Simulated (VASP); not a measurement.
Input for VASP

**INCAR**
```
# general
SYSTEM =Ta2N
PREC   =Accurate
ENCUT  =400   # plane-wave cut-off (eV)
LREAL  =.FALSE.   # projection in real space or not
LASPH  =.TRUE.

# electronic loop
EDIFF  =1E-6   # SCF stop (eV)
NELM   =100
ALGO   =Normal
LMAXMIX=6   # l cut-off of mixed one-centre charges

# smearing
ISMEAR =0   # Gaussian
SIGMA  =0.1

# functional
GGA    =PE   # PBE

# ions
ISIF   =2

# output
LWAVE  =.FALSE.
LCHARG =.FALSE.
```

**POSCAR**
```
Ta2N
44.4410
  0.0699326973   0.0000000000   0.0000000000
 -0.0349663599   0.0605635112   0.0000000000
  0.0000000000   0.0000000000   0.5000000000
Ta N
6 3
direct
  0.6666670000   0.3333330000   0.2250170000
  0.3333330000   0.6666670000   0.3366620000
  0.6666670000   0.3333330000   0.4441750000
  0.3333330000   0.6666670000   0.5558200000
  0.6666670000   0.3333330000   0.6633380000
  0.3333330000   0.6666670000   0.7749830000
  0.0000000000   0.0000000000   0.2808400000
  0.0000000000   0.0000000000   0.4999980000
  0.0000000000   0.0000000000   0.7191600000
```

File KPOINTS:
```
Automatic mesh
0
Gamma
8 8 1
0 0 0
```

POTCAR, in this order: Ta_pv N (PBE.64 set). Program: vasp_std.

Write an equivalent input for Ansatz.

One equivalent input (not run):
Ansatz 0.2 input:
```yaml
crystal:
  lattice:
    - [3.1078790, 0.0000000, 0.0000000]
    - [-1.5539400, 2.6915030, 0.0000000]
    - [0.0000000, 0.0000000, 22.2205000]
  atoms:
    - { symbol: Ta, position: [0.6666670, 0.3333330, 0.2250170] }
    - { symbol: Ta, position: [0.3333330, 0.6666670, 0.3366620] }
    - { symbol: Ta, position: [0.6666670, 0.3333330, 0.4441750] }
    - { symbol: Ta, position: [0.3333330, 0.6666670, 0.5558200] }
    - { symbol: Ta, position: [0.6666670, 0.3333330, 0.6633380] }
    - { symbol: Ta, position: [0.3333330, 0.6666670, 0.7749830] }
    - { symbol: N, position: [0.0000000, 0.0000000, 0.2808400] }
    - { symbol: N, position: [0.0000000, 0.0000000, 0.4999980] }
    - { symbol: N, position: [0.0000000, 0.0000000, 0.7191600] }
kpoints:
  mp_grid: { grid: [8, 8, 1] }
hamiltonian:
  xc: pbe
  pseudopotentials: { kind: paw }
scf:
  occupations: { method: gaussian, width: 0.1 }
  max_iter: 100
output: { forces: true, stress: true, eigenvalues: true }
```
Limits of the translation: each code has its own PAW files, so the cut-off isn't converted (ENCUT is set for VASP's; basis.ecutwfc is left out, and Ansatz then takes the one that its files recommend); Ansatz stops its SCF on the density residual and VASP on the energy change (EDIFF).

The cell is a sheet with vacuum, built from a database entry that may be metastable or hypothetical.
